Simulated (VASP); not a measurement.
# LiYHg (P4/mmm) in VASP: notebook

One crystal, LiYHg, is run at these levels: PBE, r2SCAN; tasks: single point, band structure.

Everything below comes from runs of VASP 6.6.1. Logs are shortened: lines on timing, memory, paths and dates and some standing lists are left out, and cuts for length are marked.

## (1) Starting point

The structure is tetragonal, space group P4/mmm (No. 123). Conventional cell: a = 4.218 Å, b = 4.218 Å, c = 5.251 Å, α = 90.00°, β = 90.00°, γ = 90.00°. Li (site symmetry 4/mmm) is surrounded by 2 Hg at 2.63 Å. Around Y (site symmetry 4/mmm) lie 4 Hg at 2.98 Å. Around Hg (site symmetry 4/mmm) lie 2 Li at 2.63 Å and 4 Y at 2.98 Å.

The cell was built by a generator and needn't be a form met in nature.

## (2) Single point, PBE, 29.90 Å³/atom (strain = -0.04)

INCAR

```
SYSTEM = LiYHg
PREC = Accurate
ENCUT = 520
EDIFF = 1E-6
ISMEAR = -1
SIGMA = 0.05
LREAL = .False.
LASPH = .True.
NELM = 80
ALGO = Normal
ISIF = 2
LWAVE = .False.
LCHARG = .False.
GGA = PE
```

KPOINTS

```
regular mesh
0
Gamma
  6 6 5
  0 0 0
```

POSCAR

```
LiYHg
1.0
    4.2179400000      0.0000000000      0.0000000000
    0.0000000000      4.2179400000      0.0000000000
    0.0000000000      0.0000000000      5.0410464000
Li Y Hg
1 1 1
Direct
    0.5000000000      0.5000000000      0.5000000000
    0.0000000000      0.0000000000      0.0000000000
    0.5000000000      0.5000000000      0.0000000000
```

Potentials or basis: VASP PAW PBE potentials, release 64 (Li_sv, Y_sv, Hg).

Command:

```sh
$ cat potpaw_PBE.64/Li_sv/POTCAR potpaw_PBE.64/Y_sv/POTCAR potpaw_PBE.64/Hg/POTCAR > POTCAR
$ mpirun -np 1 vasp_std > vasp.out
```

OUTCAR:

```text
SYSTEM = LiYHg
   PREC = Accurate
   ENCUT = 520
   EDIFF = 1E-6
   ISMEAR = -1
   LREAL = .False.
   LASPH = .True.
   NELM = 80
   ISIF = 2
   GGA = PE

 ion  position               nearest neighbor table
   1  0.500  0.500  0.500-   3 2.52   3 2.52
   2  0.000  0.000  0.000-   3 2.98   3 2.98   3 2.98   3 2.98
   3  0.500  0.500  0.000-   1 2.52   1 2.52   2 2.98   2 2.98   2 2.98   2 2.98

  LATTYP: Found a simple tetragonal cell.
 ALAT       =     4.2179400000
 C/A-ratio  =     1.1951441699

  Lattice vectors:

 A1 = (   4.2179400000,   0.0000000000,   0.0000000000)
 A2 = (   0.0000000000,   4.2179400000,   0.0000000000)
 A3 = (   0.0000000000,   0.0000000000,   5.0410464000)

Analysis of symmetry for initial positions (statically):
=====================================================================
 Subroutine PRICEL returns:
 Original cell was already a primitive cell.

 Routine SETGRP: Setting up the symmetry group for a
 simple tetragonal supercell.

 Subroutine GETGRP returns: Found 16 space group operations
 (whereof 16 operations were pure point group operations)
 out of a pool of 16 trial point group operations.

The static configuration has the point symmetry D_4h.

Analysis of symmetry for dynamics (positions and initial velocities):
=====================================================================
 Subroutine PRICEL returns:
 Original cell was already a primitive cell.

 Routine SETGRP: Setting up the symmetry group for a
 simple tetragonal supercell.

 Subroutine GETGRP returns: Found 16 space group operations
 (whereof 16 operations were pure point group operations)
 out of a pool of 16 trial point group operations.

The dynamic configuration has the point symmetry D_4h.

 Subroutine INISYM returns: Found 16 space group operations
 (whereof 16 operations are pure point group operations),
 and found     1 'primitive' translations

----------------------------------------------------------------------------------------

                                     Primitive cell

  volume of cell :      89.6853

  direct lattice vectors                    reciprocal lattice vectors
     4.217940000  0.000000000  0.000000000     0.237082557  0.000000000  0.000000000
     0.000000000  4.217940000  0.000000000     0.000000000  0.237082557  0.000000000
     0.000000000  0.000000000  5.041046400     0.000000000  0.000000000  0.198371513

  length of vectors
     4.217940000  4.217940000  5.041046400     0.237082557  0.237082557  0.198371513

  position of ions in fractional coordinates (direct lattice)
     0.500000000  0.500000000  0.500000000
     0.000000000  0.000000000  0.000000000
     0.500000000  0.500000000  0.000000000

  ion indices of the primitive-cell ions
   primitive index   ion index
                 1           1
                 2           2
                 3           3

----------------------------------------------------------------------------------------

 KPOINTS: regular mesh

Automatic generation of k-mesh.
 Grid dimensions read from file:
 generate k-points for:    6    6    5

 Generating k-lattice:

  Cartesian coordinates                     Fractional coordinates (reciprocal lattice)
     0.039513759  0.000000000  0.000000000     0.166666667  0.000000000  0.000000000
     0.000000000  0.039513759  0.000000000     0.000000000  0.166666667  0.000000000
     0.000000000  0.000000000  0.039674303     0.000000000  0.000000000  0.200000000

  Length of vectors
     0.039513759  0.039513759  0.039674303

  Shift w.r.t. Gamma in fractional coordinates (k-lattice)
     0.000000000  0.000000000  0.000000000

 Subroutine IBZKPT returns following result:
 ===========================================

 Found     30 irreducible k-points:

 Following reciprocal coordinates:
            Coordinates               Weight
  0.000000  0.000000  0.000000      1.000000
  0.166667  0.000000  0.000000      4.000000
  0.333333  0.000000  0.000000      4.000000
  0.500000  0.000000  0.000000      2.000000
  0.166667  0.166667  0.000000      4.000000
  0.333333  0.166667  0.000000      8.000000
[... 16 lines left out ...]
  0.333333  0.000000  0.400000      8.000000
  0.500000  0.000000  0.400000      4.000000
 [... further k-points ...]
   k-points           NKPTS =     30   k-points in BZ     NKDIM =     30   number of bands    NBANDS=     17
   number of dos      NEDOS =    301   number of ions     NIONS =      3
   total plane-waves  NPLWV =  40960
   dimension x,y,z NGX =    32 NGY =   32 NGZ =   40
   dimension x,y,z NGXF=    64 NGYF=   64 NGZF=   80
   ions per type =               1   1   1
   NGX,Y,Z   is equivalent  to a cutoff of  12.61, 12.61, 13.19 a.u.
   NGXF,Y,Z  is equivalent  to a cutoff of  25.22, 25.22, 26.38 a.u.
 SYSTEM =  LiYHg
   PREC   = accura    normal or accurate (medium, high low for compatibility)
   ISTART =      0    job   : 0-new  1-cont  2-samecut
   ICHARG =      2    charge: 1-file 2-atom 10-const
   ISPIN  =      1    spin polarized calculation?
   LNONCOLLINEAR =      F non collinear calculations
   LSORBIT =      F    spin-orbit coupling
   LASPH  =      T    aspherical Exc in radial PAW
   ENCUT  =  520.0 eV  38.22 Ry    6.18 a.u.   7.84  7.84  9.37*2*pi/ulx,y,z
   NELM   =     80;   NELMIN=  2; NELMDL= -5     # of ELM steps
   EDIFF  = 0.1E-05   stopping-criterion for ELM
   LREAL  =      F    real-space projection
   EDIFFG = 0.1E-04   stopping-criterion for IOM
   NSW    =      0    number of steps for IOM
   IBRION =     -1    ionic relax: 0-MD 1-quasi-New 2-CG
   NFREE  =      0    steps in history (QN), initial steepest desc. (CG)
   ISIF   =      2    stress and relaxation
   ISYM   =      2    0-nonsym 1-usesym 2-fastsym
   POTIM  = 0.5000    time-step for ionic-motion
   TEBEG  =    0.0;   TEEND  =   0.0 temperature during run
   PSTRESS=    0.0 pullay stress
   NELECT =      26.0000    total number of electrons
   NUPDOWN=      -1.0000    fix difference up-down
   EMIN   =  10.00;   EMAX   =-10.00  energy-range for DOS
   EFERMI =   0.00;   METHOD = LEGACY
   ISMEAR =    -1;   SIGMA  =   0.05  broadening in eV -4-tet -1-fermi 0-gaus
   EFERMI_NEDOS =   21; number of points for ismear=-14 and -15
   IALGO  =     38    algorithm
   IMIX   =      4    mixing-type and parameters
     AMIX     =   0.40;   BMIX     =  1.00
     AMIX_MAG =   1.60;   BMIX_MAG =  1.00
  volume/ion in A,a.u.               =      29.90       201.74
  Fermi-wavevector in a.u.,A,eV,Ry     =   1.083491  2.047502 15.972607  1.173954
  Thomas-Fermi vector in A             =   2.219559
   LORBIT       =      0    0 simple, 1 ext, 2 COOP (PROOUT), +10 PAW based schemes
   GGA     = PE    functional components
   LHFCALC =     F    Hartree Fock is set to
   AEXX    =    0.0000 exact exchange contribution
   IVDW    =     0    specifies the selected vdW correction
   LEPSILON=     F    determine dielectric tensor
   LRPA    =     F    only Hartree local field effects (RPA)
 non-spin polarized calculation
  energy-cutoff  :      520.00
  volume of cell :       89.69
 maximum number of plane-waves:      2431
 NGX is ok and might be reduce to    32
   NGX = 15   NGY = 15   NGZ = 19

 number of electron      25.9999997 magnetization

 Free energy of the ion-electron system (eV)
  ---------------------------------------------------
  ext. energy  EPLUGINS =         0.00000000
  ---------------------------------------------------
  free energy    TOTEN  =        -8.51402241 eV

  energy without entropy =       -8.48670233  energy(sigma->0) =       -8.50036237

 E-fermi :   1.8064     XC(G=0):  -8.4480

 val. band max:        1.8058941800   @ k =   0.5000   0.1667   0.2000
 cond. band min:       1.8541719815   @ k =   0.3333   0.0000   0.0000
 fundamental gap:      0.0482778016
 Fermi energy:         1.8063873141

 k-point     1 :       0.0000    0.0000    0.0000
  band No.  band energies     occupation
      1     -44.6525      2.00000
      2     -41.9431      2.00000
      3     -21.9770      2.00000
      4     -21.8332      2.00000
      5     -21.8332      2.00000
      6      -6.2255      2.00000
[... 9 lines left out ...]
     16       4.0549      0.00000
     17       4.4817      0.00000

 k-point     2 :       0.1667    0.0000    0.0000
  band No.  band energies     occupation
      1     -44.6525      2.00000
      2     -41.9423      2.00000
      3     -21.9759      2.00000
      4     -21.8532      2.00000
      5     -21.8359      2.00000
      6      -6.1528      2.00000
[... 9 lines left out ...]
     16       4.0334      0.00000
     17       4.2060      0.00000

 k-point     3 :       0.3333    0.0000    0.0000
  band No.  band energies     occupation
      1     -44.6525      2.00000
      2     -41.9407      2.00000
      3     -21.9739      2.00000
      4     -21.8927      2.00000
      5     -21.8413      2.00000
      6      -5.9986      2.00000
[... 9 lines left out ...]
     16       3.9903      0.00000
     17       4.3859      0.00000

 k-point     4 :       0.5000    0.0000    0.0000
  band No.  band energies     occupation
      1     -44.6524      2.00000
      2     -41.9399      2.00000
      3     -21.9728      2.00000
      4     -21.9122      2.00000
      5     -21.8439      2.00000
      6      -5.9266      2.00000
[... 9 lines left out ...]
     16       3.9687      0.00000
     17       4.6055      0.00000

 k-point     5 :       0.1667    0.1667    0.0000
  band No.  band energies     occupation
      1     -44.6525      2.00000
      2     -41.9416      2.00000
      3     -21.9748      2.00000
      4     -21.8600      2.00000
      5     -21.8471      2.00000
      6      -6.1590      2.00000
[... 9 lines left out ...]
     16       3.8046      0.00000
     17       4.8516      0.00000

 k-point     6 :       0.3333    0.1667    0.0000
  band No.  band energies     occupation
      1     -44.6524      2.00000
      2     -41.9402      2.00000
      3     -21.9726      2.00000
      4     -21.8897      2.00000
      5     -21.8532      2.00000
      6      -6.0773      2.00000
[... 9 lines left out ...]
     16       3.7177      0.00000
     17       4.6923      0.00000

 k-point     7 :       0.5000    0.1667    0.0000
  band No.  band energies     occupation
      1     -44.6524      2.00000
      2     -41.9395      2.00000
      3     -21.9714      2.00000
      4     -21.9059      2.00000
      5     -21.8547      2.00000
      6      -5.9955      2.00000
[... 9 lines left out ...]
     16       3.7353      0.00000
     17       4.7280      0.00000

 k-point     8 :       0.3333    0.3333    0.0000
  band No.  band energies     occupation
      1     -44.6524      2.00000
      2     -41.9392      2.00000
      3     -21.9699      2.00000
      4     -21.8868      2.00000
      5     -21.8739      2.00000
      6      -6.1342      2.00000
[... 9 lines left out ...]
     16       3.4065      0.00000
     17       4.8372      0.00000
[... 203 lines left out ...]
      1     -44.6522      2.00000
      2     -41.9387      2.00000
      3     -21.9704      2.00000
      4     -21.8931      2.00000
      5     -21.8760      2.00000
      6      -6.1361      2.00000
[... 9 lines left out ...]
     16       3.0913      0.00000
     17       4.5097      0.00000

 k-point    20 :       0.5000    0.5000    0.2000
  band No.  band energies     occupation
      1     -44.6522      2.00000
      2     -41.9383      2.00000
      3     -21.9690      2.00000
      4     -21.8867      2.00000
      5     -21.8867      2.00000
      6      -6.2004      2.00000
[... 9 lines left out ...]
     16       2.9783      0.00000
     17       3.4324      0.00000

 k-point    21 :       0.0000    0.0000    0.4000
  band No.  band energies     occupation
      1     -44.6520      2.00000
      2     -41.9430      2.00000
      3     -21.9822      2.00000
      4     -21.8329      2.00000
      5     -21.8329      2.00000
      6      -6.2243      2.00000
[... 9 lines left out ...]
     16       3.6513      0.00000
     17       5.0279      0.00000

 k-point    22 :       0.1667    0.0000    0.4000
  band No.  band energies     occupation
      1     -44.6520      2.00000
      2     -41.9422      2.00000
      3     -21.9811      2.00000
      4     -21.8528      2.00000
      5     -21.8356      2.00000
      6      -6.1516      2.00000
[... 9 lines left out ...]
     16       3.6876      0.00000
     17       3.8812      0.00000

 k-point    23 :       0.3333    0.0000    0.4000
  band No.  band energies     occupation
      1     -44.6520      2.00000
      2     -41.9406      2.00000
      3     -21.9789      2.00000
      4     -21.8922      2.00000
      5     -21.8409      2.00000
      6      -5.9973      2.00000
[... 9 lines left out ...]
     16       3.6879      0.00000
     17       4.0332      0.00000

 k-point    24 :       0.5000    0.0000    0.4000
  band No.  band energies     occupation
      1     -44.6520      2.00000
      2     -41.9398      2.00000
      3     -21.9779      2.00000
      4     -21.9117      2.00000
      5     -21.8436      2.00000
      6      -5.9492      2.00000
[... 9 lines left out ...]
     16       3.7005      0.00000
     17       4.1042      0.00000

 [... further k-points ...]
[... 5 lines left out ...]
  --------------------------------------------------------------------------------------
  -------------------------------------------------------------------------------------
  Total       -0.0790434     -0.0790434      1.3941863      0.0000000      0.0000000      0.0000000
  in kB       -1.4120659     -1.4120659     24.9063398      0.0000000      0.0000000      0.0000000
  external PRESSURE =       7.3607360 kB  Pullay stress =       0.0000000 kB

 VOLUME and BASIS-vectors are now :
 -----------------------------------------------------------------------------
  energy-cutoff  :      520.00
  volume of cell :       89.69
      direct lattice vectors                 reciprocal lattice vectors
     4.217940000  0.000000000  0.000000000     0.237082557  0.000000000  0.000000000
     0.000000000  4.217940000  0.000000000     0.000000000  0.237082557  0.000000000
     0.000000000  0.000000000  5.041046400     0.000000000  0.000000000  0.198371513

 POSITION                                       TOTAL-FORCE (eV/Angst)
 -----------------------------------------------------------------------------------
      2.10897      2.10897      2.52052         0.000000      0.000000      0.000000
      0.00000      0.00000      0.00000         0.000000      0.000000      0.000000
      2.10897      2.10897      0.00000         0.000000      0.000000      0.000000
 -----------------------------------------------------------------------------------
    total drift:                                0.000000     -0.000000     -0.000000

  FREE ENERGIE OF THE ION-ELECTRON SYSTEM (eV)
  ---------------------------------------------------
  free  energy   TOTEN  =        -8.5140224060 eV

  energy  without entropy=       -8.4867023330  energy(sigma->0) =       -8.50036237
```

Run time: 16 s. Hardware: 1 thread of Intel Xeon 6975P-C (Granite Rapids), shared host; peak memory 0.24 GiB.

What came out:

```
Free energy            : -8.5140 eV
Band gap on the k mesh : none (metal or under the smearing width)
```

Caveat: the cutoff is under 1.25 times the usual one of these potentials, so pressure, stress and relaxed cells hold a basis-set (Pulay) error.

## (3) Single point, PBE, 30.52 Å³/atom (strain = -0.02)

INCAR is that of step 2.

KPOINTS is that of step 2.

Edit POSCAR of step 2 so:

```diff
@@ -4,3 +4,3 @@
     0.0000000000      4.2179400000      0.0000000000
-    0.0000000000      0.0000000000      5.0410464000
+    0.0000000000      0.0000000000      5.1460682000
 Li Y Hg
```

Potentials or basis: VASP PAW PBE potentials, release 64 (Li_sv, Y_sv, Hg).

Command:

```sh
$ cat potpaw_PBE.64/Li_sv/POTCAR potpaw_PBE.64/Y_sv/POTCAR potpaw_PBE.64/Hg/POTCAR > POTCAR
$ mpirun -np 1 vasp_std > vasp.out
```

It took 16 s on 1 thread of Intel Xeon 6975P-C (Granite Rapids), shared host; peak memory 0.24 GiB.

It converged, with:

| Quantity | Value |
| --- | --- |
| Free energy | -8.5363 eV |
| Band gap on the k mesh | none (metal or under the smearing width) |

Caveat: the cutoff is under 1.25 times the usual one of these potentials, so pressure, stress and relaxed cells hold a basis-set (Pulay) error.

## (4) Band structure, r2SCAN

INCAR

```
PREC     = Accurate       # precision mode
ENCUT    = 520            # plane-wave cutoff, eV
EDIFF    = 1E-6           # SCF threshold, eV
ISMEAR   = -1             # smearing method
SIGMA    = 0.05           # smearing width, eV
LREAL    = F              # projectors in reciprocal space
LASPH    = T              # aspherical terms in the spheres
NELM     = 100            # most SCF steps
ALGO     = Normal         # electronic algorithm
ISIF     = 2              # what is computed and relaxed
LWAVE    = F              # write WAVECAR
LCHARG   = F              # write CHGCAR
LMAXMIX  = 4              # l up to which the mixer works
METAGGA  = R2SCAN         # meta-GGA
LMIXTAU  = T            
NBANDS   = 20             # bands
```

KPOINTS

```
regular mesh
0
Gamma
  5 5 4
```

Edit POSCAR of step 3 so:

```diff
@@ -4,3 +4,3 @@
     0.0000000000      4.2179400000      0.0000000000
-    0.0000000000      0.0000000000      5.1460682000
+    0.0000000000      0.0000000000      5.2510900000
 Li Y Hg
```

KPOINTS_OPT

```
path GXMGZRAZ,XR,MA
10
line-mode
reciprocal
 0.0000000000  0.0000000000  0.0000000000  G
 0.0000000000  0.5000000000  0.0000000000  X

 0.0000000000  0.5000000000  0.0000000000  X
 0.5000000000  0.5000000000  0.0000000000  M

 0.5000000000  0.5000000000  0.0000000000  M
 0.0000000000  0.0000000000  0.0000000000  G

 0.0000000000  0.0000000000  0.0000000000  G
 0.0000000000  0.0000000000  0.5000000000  Z

 0.0000000000  0.0000000000  0.5000000000  Z
 0.0000000000  0.5000000000  0.5000000000  R

 0.0000000000  0.5000000000  0.5000000000  R
 0.5000000000  0.5000000000  0.5000000000  A

 0.5000000000  0.5000000000  0.5000000000  A
 0.0000000000  0.0000000000  0.5000000000  Z

 0.0000000000  0.5000000000  0.0000000000  X
 0.0000000000  0.5000000000  0.5000000000  R

 0.5000000000  0.5000000000  0.0000000000  M
 0.5000000000  0.5000000000  0.5000000000  A
```

Command:

```sh
$ cat potpaw_PBE.64/Li_sv/POTCAR potpaw_PBE.64/Y_sv/POTCAR potpaw_PBE.64/Hg/POTCAR > POTCAR
$ mpirun -np 1 vasp_std > vasp.out
```

It took 4 min on 1 thread of Intel Xeon Platinum 8488C (Sapphire Rapids), shared host; peak memory 0.24 GiB.

The run converged. Its results:

```yaml
Free_energy: -72.1502 eV
Band_gap_along_the_path: none (metal or under the smearing width)
```

Levels at the corners of the path, in eV from the Fermi level:
| point | band 11 | band 12 | band 13 | band 14 | band 15 | band 16 |
| --- | --- | --- | --- | --- | --- | --- |
| Γ | -6.89 | -0.32 | -0.19 | 1.10 | 2.49 | 2.49 |
| X | -5.26 | -2.85 | -0.61 | 0.05 | 0.39 | 2.41 |
| X | -5.26 | -2.85 | -0.61 | 0.05 | 0.39 | 2.41 |
| M | -5.38 | -0.75 | -0.75 | 0.77 | 1.56 | 1.56 |
| M | -5.38 | -0.75 | -0.75 | 0.77 | 1.56 | 1.56 |
| Γ | -6.89 | -0.32 | -0.19 | 1.10 | 2.49 | 2.49 |
| Γ | -6.89 | -0.32 | -0.19 | 1.10 | 2.49 | 2.49 |
| Z | -6.71 | -2.21 | 1.21 | 2.05 | 2.12 | 2.12 |
| Z | -6.71 | -2.21 | 1.21 | 2.05 | 2.12 | 2.12 |
| R | -5.15 | -2.26 | -1.53 | 0.16 | 0.54 | 2.18 |
| R | -5.15 | -2.26 | -1.53 | 0.16 | 0.54 | 2.18 |
| A | -5.39 | 0.06 | 0.06 | 0.46 | 0.46 | 1.42 |
| A | -5.39 | 0.06 | 0.06 | 0.46 | 0.46 | 1.42 |
| Z | -6.71 | -2.21 | 1.21 | 2.05 | 2.12 | 2.12 |
| X | -5.26 | -2.85 | -0.61 | 0.05 | 0.39 | 2.41 |
| R | -5.15 | -2.26 | -1.53 | 0.16 | 0.54 | 2.18 |
| M | -5.38 | -0.75 | -0.75 | 0.77 | 1.56 | 1.56 |
| A | -5.39 | 0.06 | 0.06 | 0.46 | 0.46 | 1.42 |

Caveat: the cutoff is under 1.25 times the usual one of these potentials, so pressure, stress and relaxed cells hold a basis-set (Pulay) error; the PAW data sets were made with another functional, which shifts forces and pressure a little; spin-orbit coupling is left out, which moves the levels of the heavy elements.
